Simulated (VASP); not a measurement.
Energy against volume of KI (rock salt). Calculation: PBE GGA with D3 dispersion (zero damping), VASP's PBE PAW potentials (set 64) (plane waves; VASP 6.6.1). Numerical set-up: 520 eV cut-off, 7×7×7 Γ-centred mesh, Gaussian smearing of 0.050 eV, potentials K_sv I.

| V (Å³/atom) | E (eV/atom) |
|---|---|
| 41.962 | -2.97685 |
| 43.301 | -2.98203 |
| 44.640 | -2.98384 |
| 45.979 | -2.98283 |

**Question.** Fit these four points and predict the energy of the run at 47.318 Å³/atom.

**Answer.** A cubic in V^(−2/3), the third-order Birch-Murnaghan form, passes through the four points with V0 = 44.79 Å³/atom and B0 = 11 GPa, and gives -2.9795 eV/atom there. The run gave -2.9795 eV/atom, -0.0 meV/atom from the fit; all five points give B0 = 11 GPa.

The compound is KI in the rock salt structure. It was relaxed first.
